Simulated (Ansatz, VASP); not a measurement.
One calculation of HPbNO4, two programs

File INCAR:

```
PREC = Accurate ; ENCUT = 520
EDIFF = 1E-7 ; ISMEAR = -1
SIGMA = 0.05 ; LREAL = F
LASPH = T ; NELM = 60
ALGO = Fast ; ISIF = 2
LWAVE = F ; LCHARG = T
GGA = PE ; LVHAR = T
KPAR = 4
```

Contents of KPOINTS:

```
regular mesh
0
Gamma
  8 6 6
```

POSCAR

```
HPbNO4
1.0
    4.2753100000     -0.0004000000      0.0063600000
   -2.0839900000      5.2077500000     -0.0490700000
   -2.1237700000     -1.8657400000      4.9149100000
H Pb N O
1 1 1 4
Direct
    0.9907300000      0.0333000000      0.9099400000
    0.5027400000      0.8198900000      0.1428700000
    0.0083800000      0.4740800000      0.5026500000
    0.9981600000      0.9274100000      0.0287700000
    0.1946700000      0.7343500000      0.6085200000
    0.8167300000      0.3588200000      0.2455600000
    0.0138100000      0.3312100000      0.6521700000
```

The input input.yaml:

```yaml
crystal:
  lattice:
    - [4.27531, -0.0004, 0.00636]
    - [-2.08399, 5.20775, -0.04907]
    - [-2.12377, -1.86574, 4.91491]
  atoms:
    - { symbol: H, position: [0.99073, 0.0333, 0.90994] }
    - { symbol: Pb, position: [0.50274, 0.81989, 0.14287] }
    - { symbol: "N", position: [0.00838, 0.47408, 0.50265] }
    - { symbol: O, position: [0.99816, 0.92741, 0.02877] }
    - { symbol: O, position: [0.19467, 0.73435, 0.60852] }
    - { symbol: O, position: [0.81673, 0.35882, 0.24556] }
    - { symbol: O, position: [0.01381, 0.33121, 0.65217] }
hamiltonian:
  xc: pbe
  pseudopotentials: { kind: paw }
kpoints:
  mp_grid: { grid: [8, 6, 6] }
scf:
  occupations: { method: fermi_dirac, width: 0.05 }
output:
  forces: true
  stress: true
  eigenvalues: true
```

The cell was built by a generator and needn't be a form met in nature.

Alike in both runs: functional PBE; k mesh 8 × 6 × 6; occupations fermi-dirac, width 0.05 eV; no spin polarisation.

|  | VASP | Ansatz |
| --- | --- | --- |
| version | VASP 6.6.1 | Ansatz 0.2.0 |
| potentials or method | VASP PAW PBE potentials, release 64 (H, Pb_d, N, O) | Ansatz PAW |
| plane-wave cutoff (eV) | 520 | 420 |
| valence electrons in the cell | 44 | 44 |
| task | electrostatic potential | single point |

```tsv
	VASP	Ansatz	Ansatz less VASP
gap on the k mesh at the Fermi level (eV)	2.79	2.82	+0.031
least direct gap on the mesh (eV)	3.13	3.16	+0.031
pressure (GPa)	0.6	0.0	-0.58
largest component of the traceless stress (GPa)	0.76	0.02	-0.739
rms of the force components (eV/Å)	0.149	0.001	-0.1471
```

Atom by atom the forces differ by 0.149 eV/Å (rms over components). One of these differences is far larger than is usual between the two programs; its cause wasn't traced.

Caveats: spin-orbit coupling is left out, which as a rule narrows the gap of such compounds by several tenths of an eV; the pressure holds a Pulay correction of +0.6 GPa for the finite cutoff (Ansatz). A k mesh can miss the band edges. PBE gaps usually lie below the measured ones, often by a third to a half.
